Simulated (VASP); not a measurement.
An input for Quantum ESPRESSO's pw.x (written as the equivalent of a VASP run, and not itself run):

```
&CONTROL
  calculation = 'vc-relax'
  pseudo_dir = './pseudo'
  outdir = './out'
  tprnfor = .true.
  tstress = .true.
  nstep = 60
  forc_conv_thr = 0.00078
/
&SYSTEM
  ibrav = 0
  nat = 3
  ntyp = 2
  ecutwfc = 74
  occupations = 'smearing'
  smearing = 'gaussian'
  degauss = 0.003675
  input_dft = 'pbe'
  vdw_corr = 'grimme-d3'
  dftd3_version = 3
  dftd3_threebody = .false.
/
&ELECTRONS
  conv_thr = 7.3e-08
  electron_maxstep = 100
/
&IONS
/
&CELL
/
ATOMIC_SPECIES
  Li 6.940 Li.upf
  S 32.060 S.upf
CELL_PARAMETERS angstrom
    -0.0000000    2.7977936    2.7977936
     2.7977936   -0.0000000    2.7977936
     2.7977936    2.7977936    0.0000000
ATOMIC_POSITIONS crystal
  Li   0.2500000  0.2500000  0.2500000
  Li   0.7500000  0.7500000  0.7500000
  S    0.0000000  0.0000000  0.0000000
K_POINTS automatic
  6 6 6 0 0 0
```

Question: Translate this input to VASP (INCAR, KPOINTS, POSCAR, choice of POTCAR).

Answer: Several could match; the one computed here: 
**KPOINTS**
```
Automatic mesh
0
Gamma
6 6 6
0 0 0
```

File POSCAR:
```
Li2S
1
   -0.0000000000     2.7977936455     2.7977936455
    2.7977936455    -0.0000000000     2.7977936455
    2.7977936455     2.7977936455     0.0000000000
Li S
2 1
Direct
  0.2500000000   0.2500000000   0.2500000000
  0.7500000000   0.7500000000   0.7500000000
  0.0000000000   0.0000000000   0.0000000000
```

### INCAR
```
ISIF  =  3
EDIFFG  =  -0.02   ! ionic stop
ISMEAR  =  0
LWAVE  =  .FALSE.
ENCUT  =  520   ! plane-wave cut-off (eV)
NSW  =  60   ! most ionic steps
NELM  =  100
GGA  =  PE   ! PBE
IVDW  =  11   ! D3, zero damping
PREC  =  Accurate
EDIFF  =  1E-6
LREAL  =  .FALSE.   ! projection in real space or not
LCHARG  =  .FALSE.
SYSTEM  =  Li2S
SIGMA  =  0.05   ! width (eV)
IBRION  =  2   ! conjugate gradients
LASPH  =  .TRUE.
ALGO  =  Normal   ! blocked Davidson
```

POTCAR, in this order: Li_sv S (PBE.64 set). Program: vasp_std.

The two are equivalent in intent, not identical: the potentials are each code's own (VASP's PAW set, PseudoDojo norm-conserving files in pw.x), so ENCUT and ecutwfc are chosen apart and not converted; conv_thr bounds pw.x's estimated SCF error, while EDIFF bounds the energy change between steps; forc_conv_thr acts on force components and is met together with etot_conv_thr.

The compound is Li2S in the antifluorite structure. It was relaxed first, which changed the volume by -6 %. The start is the result of an earlier pass.
